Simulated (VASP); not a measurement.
Given:

```
CELL_PARAMETERS angstrom
      0.00000     1.80381     1.80381
      1.80381     0.00000     1.80381
      1.80381     1.80381     0.00000
ATOMIC_POSITIONS crystal
  B  0.00000 0.00000 0.00000
  N  0.25000 0.25000 0.25000
```

Method: PBE GGA with D4 dispersion, VASP's PBE PAW potentials (set 64) (plane waves; VASP). Settings: 520 eV cut-off, Gaussian smearing of 0.050 eV, potentials B N.

Q: Predict the band gap (along the path) with the smallest direct gap where there is one.

A: 
```
Item                                   Result
------------------------------------  -------
band gap (along the path)             4.47 eV
smallest direct gap (along the path)  8.85 eV
```

The compound is BN in the zinc blende structure. It was relaxed first.
